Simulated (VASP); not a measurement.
A VASP calculation is set up with these files.

POSCAR:
```
Be2C
1.0
  0.0000000000   2.0561420079   2.0561420079
  2.0561420079   0.0000000000   2.0561420079
  2.0561420079   2.0561420079   0.0000000000
Be C
2 1
Cartesian
  1.0280710040   1.0280710040   1.0280710040
  3.0842130119   3.0842130119   3.0842130119
  0.0000000000   0.0000000000   0.0000000000
```

KPOINTS:
```
Automatic mesh
0
Gamma
 9 9 9
0 0 0
```

INCAR:
```
ALGO  =  Normal
EDIFF  =  1E-6
EDIFFG  =  -0.02
ENCUT  =  620
IBRION  =  2
ISIF  =  3
ISMEAR  =  0
LASPH  =  .True.
LCHARG  =  .False.
LREAL  =  .False.
LWAVE  =  .False.
NELM  =  100
NSW  =  40
PREC  =  Accurate
PSTRESS  =  300
SIGMA  =  0.05
SYSTEM  =  Be2C
```

POTCAR, in this order: Be C (LDA.64 set). Program: vasp_std.

Task: Translate this LDA calculation to Quantum ESPRESSO's pw.x.

Result: One equivalent input (not run):
```
&CONTROL
  calculation = 'vc-relax'
  pseudo_dir = './pseudo'
  outdir = './out'
  tprnfor = .true.
  tstress = .true.
  nstep = 40
  forc_conv_thr = 0.00078
/
&SYSTEM
  ibrav = 0
  nat = 3
  ntyp = 2
  ecutwfc = 88
  occupations = 'smearing'
  smearing = 'gaussian'
  degauss = 0.003675
  input_dft = 'pz'
/
&ELECTRONS
  conv_thr = 7.3e-08
  electron_maxstep = 100
/
&IONS
/
&CELL
  press = 300
/
ATOMIC_SPECIES
  Be 9.012 Be.upf
  C 12.011 C.upf
CELL_PARAMETERS angstrom
    -0.0000000    2.0561420    2.0561420
     2.0561420    0.0000000    2.0561420
     2.0561420    2.0561420    0.0000000
ATOMIC_POSITIONS crystal
  Be   0.2500000  0.2500000  0.2500000
  Be   0.7500000  0.7500000  0.7500000
  C    0.0000000  0.0000000  0.0000000
K_POINTS automatic
  9 9 9 0 0 0
```
The two are equivalent in intent, not identical: the potentials are each code's own (VASP's PAW set, PseudoDojo norm-conserving files in pw.x), so ENCUT and ecutwfc are chosen apart and not converted; conv_thr bounds pw.x's estimated SCF error, while EDIFF bounds the energy change between steps; forc_conv_thr acts on force components and is met together with etot_conv_thr.

The compound is Be2C in the antifluorite structure. It was relaxed first under an external pressure of 30 GPa.
